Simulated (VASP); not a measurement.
Output of a VASP run:

File OUTCAR:
```
 ion  position               nearest neighbor table
   1  0.000  0.000  0.000-
   2  0.500  0.500  0.500-   3 2.96   4 2.96   5 2.96   5 2.96   3 2.96   4 2.96
   3  0.500  0.000  0.500-   2 2.96   2 2.96
   4  0.000  0.500  0.500-   2 2.96   2 2.96
   5  0.500  0.500  0.000-   2 2.96   2 2.96
  LATTYP: Found a simple cubic cell.
 ALAT       =     5.9207959594
 Subroutine PRICEL returns:
 Original cell was already a primitive cell.
 Subroutine GETGRP returns: Found 48 space group operations
The static configuration has the point symmetry O_h .
The dynamic configuration has the point symmetry O_h .
 Subroutine INISYM returns: Found 48 space group operations
 Subroutine IBZKPT returns following result:
 Found     10 irreducible k-points:

 Following reciprocal coordinates:
            Coordinates               Weight
  0.000000  0.000000  0.000000      1.000000
  0.250000  0.000000  0.000000      6.000000
  0.500000  0.000000  0.000000      3.000000
  0.250000  0.250000  0.000000     12.000000
  0.500000  0.250000  0.000000     12.000000
  0.500000  0.500000  0.000000      3.000000
  0.250000  0.250000  0.250000      8.000000
  0.500000  0.250000  0.250000     12.000000
  0.500000  0.500000  0.250000      6.000000
  0.500000  0.500000  0.500000      1.000000
   k-points           NKPTS =     10   k-points in BZ     NKDIM =     10   number of bands    NBANDS=     26
   number of dos      NEDOS =    301   number of ions     NIONS =      5
   total plane-waves  NPLWV = 110592
   dimension x,y,z NGX =    48 NGY =   48 NGZ =   48
   dimension x,y,z NGXF=    96 NGYF=   96 NGZF=   96
   ions per type =               1   1   3
   PREC   = accura    normal or accurate (medium, high low for compatibility)
   ISTART =      0    job   : 0-new  1-cont  2-samecut
   ICHARG =      2    charge: 1-file 2-atom 10-const
   ISPIN  =      1    spin polarized calculation?
   LNONCOLLINEAR =      F non collinear calculations
   LSORBIT =      F    spin-orbit coupling
   INIWAV =      1    electr: 0-lowe 1-rand  2-diag
   ENCUT  =  520.0 eV  38.22 Ry    6.18 a.u.  11.01 11.01 11.01*2*pi/ulx,y,z
   NELM   =    100;   NELMIN=  2; NELMDL= -5     # of ELM steps
   EDIFF  = 0.1E-05   stopping-criterion for ELM
   LREAL  =      F    real-space projection
   NLSPLINE    = F    spline interpolate recip. space projectors
   LMAXMIX     =    4 max onsite mixed and CHGCAR
   VOSKOWN=      0    Vosko Wilk Nusair interpolation
   EDIFFG = -.2E-01   stopping-criterion for IOM
   NSW    =     60    number of steps for IOM
   NBLOCK =      1;   KBLOCK =     60    inner block; outer block
   IBRION =      2    ionic relax: 0-MD 1-quasi-New 2-CG
   NFREE  =      1    steps in history (QN), initial steepest desc. (CG)
   ISIF   =      3    stress and relaxation
   ISYM   =      2    0-nonsym 1-usesym 2-fastsym
   TEIN   =    0.0    initial temperature
   TEBEG  =    0.0;   TEEND  =   0.0 temperature during run
   SMASS  =  -3.00    Nose mass-parameter (am)
   PSTRESS=    0.0 pullay stress
   NELECT =      44.0000    total number of electrons
   EFERMI =   0.00;   METHOD = LEGACY
   ISMEAR =     0;   SIGMA  =   0.05  broadening in eV -4-tet -1-fermi 0-gaus
   IALGO  =     38    algorithm
   LDIAG  =      T    sub-space diagonalisation (order eigenvalues)
   IMIX   =      4    mixing-type and parameters
     AMIX     =   0.40;   BMIX     =  1.00
     AMIX_MAG =   1.60;   BMIX_MAG =  1.00
     AMIN     =   0.10
   METAGGA = SCAN    functional components
   VOSKOWN =     0    Vosko Wilk Nusair interpolation
   LHFCALC =     F    Hartree Fock is set to
   LHFONE  =     F    Hartree Fock one center treatment
   AEXX    =    0.0000 exact exchange contribution
   IVDW    =     0    specifies the selected vdW correction
   LEPSILON=     F    determine dielectric tensor
   LRPA    =     F    only Hartree local field effects (RPA)
  energy-cutoff  :      520.00
  volume of cell :      207.56
      direct lattice vectors                 reciprocal lattice vectors
...
```

OSZICAR:
```
       N       E                     dE             d eps       ncg     rms          rms(c)
DAV:   1     0.247842918297E+03    0.24784E+03   -0.19119E+04   520   0.153E+03
DAV:   2    -0.134703011266E+03   -0.38255E+03   -0.37372E+03   628   0.343E+02
DAV:   3    -0.186694514944E+03   -0.51992E+02   -0.50385E+02   640   0.131E+02
DAV:   4    -0.188542899647E+03   -0.18484E+01   -0.18431E+01   638   0.318E+01
DAV:   5    -0.188600695947E+03   -0.57796E-01   -0.57780E-01   680   0.500E+00    0.367E+00
DAV:   6    -0.182709567490E+03    0.58911E+01   -0.35811E+00   612   0.333E+01    0.262E+00
DAV:   7    -0.177364349919E+03    0.53452E+01   -0.13716E+00   544   0.957E+00    0.121E+00
DAV:   8    -0.178496643806E+03   -0.11323E+01   -0.95347E-01   616   0.730E+00    0.753E-01
DAV:   9    -0.178514131089E+03   -0.17487E-01   -0.12918E-01   614   0.299E+00    0.633E-01
DAV:  10    -0.178690955400E+03   -0.17682E+00   -0.21910E-01   552   0.471E+00    0.156E-01
DAV:  11    -0.178628293330E+03    0.62662E-01   -0.29961E-01   522   0.538E+00    0.262E-01
DAV:  12    -0.178608296468E+03    0.19997E-01   -0.17928E-02   626   0.137E+00    0.194E-01
DAV:  13    -0.178628281601E+03   -0.19985E-01   -0.25605E-02   520   0.178E+00    0.972E-02
DAV:  14    -0.178631087875E+03   -0.28063E-02   -0.56833E-03   588   0.859E-01    0.737E-02
DAV:  15    -0.178630864418E+03    0.22346E-03   -0.28761E-03   542   0.491E-01    0.530E-02
DAV:  16    -0.178630891224E+03   -0.26805E-04   -0.96847E-04   528   0.351E-01    0.362E-02
DAV:  17    -0.178631395109E+03   -0.50389E-03   -0.23995E-04   576   0.178E-01    0.190E-02
DAV:  18    -0.178631332462E+03    0.62647E-04   -0.12172E-04   590   0.144E-01    0.578E-03
DAV:  19    -0.178631366479E+03   -0.34018E-04   -0.34073E-05   532   0.630E-02    0.427E-03
DAV:  20    -0.178631369731E+03   -0.32521E-05   -0.25668E-05   528   0.583E-02    0.484E-03
DAV:  21    -0.178631383523E+03   -0.13792E-04   -0.22701E-05   528   0.572E-02    0.293E-03
DAV:  22    -0.178631387421E+03   -0.38978E-05   -0.91839E-07   444   0.114E-02    0.207E-03
DAV:  23    -0.178631382353E+03    0.50680E-05   -0.13539E-06   372   0.163E-02    0.106E-03
DAV:  24    -0.178631380594E+03    0.17590E-05   -0.51475E-07   332   0.787E-03    0.382E-04
DAV:  25    -0.178631381116E+03   -0.52170E-06   -0.10085E-07   276   0.405E-03
   1 F= -.17863138E+03 E0= -.17863138E+03  d E =-.178631E+03
```

File OUTCAR:
```
------------------------ aborting loop because EDIFF is reached ----------------------------------------
  FORCE on cell =-STRESS in cart. coord.  units (eV):
  Direction    XX          YY          ZZ          XY          YZ          ZX
  --------------------------------------------------------------------------------------
  Total       -0.0213911     -0.0213911     -0.0213911      0.0000000      0.0000000     -0.0000000
  in kB       -0.1651217     -0.1651217     -0.1651217      0.0000000      0.0000000     -0.0000000
  external PRESSURE =      -0.1651217 kB  Pullay stress =       0.0000000 kB
  volume of cell :      207.56
      direct lattice vectors                 reciprocal lattice vectors
     5.920795959  0.000000000  0.000000000     0.168896210  0.000000000  0.000000000
     0.000000000  5.920795959  0.000000000     0.000000000  0.168896210  0.000000000
     0.000000000  0.000000000  5.920795959     0.000000000  0.000000000  0.168896210
 POSITION                                       TOTAL-FORCE (eV/Angst)
 -----------------------------------------------------------------------------------
      0.00000      0.00000      0.00000         0.000000      0.000000      0.000000
      2.96040      2.96040      2.96040         0.000000      0.000000      0.000000
      2.96040      0.00000      2.96040         0.000000      0.000000      0.000000
      0.00000      2.96040      2.96040         0.000000      0.000000      0.000000
      2.96040      2.96040      0.00000         0.000000      0.000000      0.000000
 -----------------------------------------------------------------------------------
    total drift:                                0.000000     -0.000000     -0.000000
  FREE ENERGIE OF THE ION-ELECTRON SYSTEM (eV)
  ---------------------------------------------------
  free  energy   TOTEN  =      -178.6313811156 eV

  energy  without entropy=     -178.6313811156  energy(sigma->0) =     -178.63138112

 reached required accuracy - stopping structural energy minimisation
```
(Selected blocks of OUTCAR.)

**POSCAR**
```
CsPbBr3
1
    5.9207959594     0.0000000000     0.0000000000
    0.0000000000     5.9207959594     0.0000000000
   -0.0000000000     0.0000000000     5.9207959594
Cs Pb Br
1 1 3
Direct
  0.0000000000   0.0000000000   0.0000000000
  0.5000000000   0.5000000000   0.5000000000
  0.5000000000   0.0000000000   0.5000000000
  0.0000000000   0.5000000000   0.5000000000
  0.5000000000   0.5000000000   0.0000000000
```

Problem. Reconstruct the remaining input files.

Solution. This is not unique; one that fits is the input of the run itself, SCAN meta-GGA, plane waves, VASP's PBE PAW potentials (set 64).

**KPOINTS**
```
Automatic mesh
0
Gamma
4 4 4
0 0 0
```

INCAR:
```
SYSTEM = CsPbBr3
PREC = Accurate
ENCUT = 520
EDIFF = 1E-6
NELM = 100
ALGO = Normal
LREAL = .FALSE.
LASPH = .TRUE.
ISMEAR = 0
SIGMA = 0.05
METAGGA = SCAN
LMIXTAU = .TRUE.
LMAXMIX = 4
LWAVE = .FALSE.
LCHARG = .FALSE.
IBRION = 2
ISIF = 3
NSW = 60
EDIFFG = -0.02
```

POTCAR, in this order: Cs_sv Pb_d Br (PBE.64 set). Program: vasp_std.

The compound is CsPbBr3 in the cubic perovskite structure, the ideal cubic form; the compound distorts at low or room temperature. It was relaxed first. The start is the result of an earlier pass.
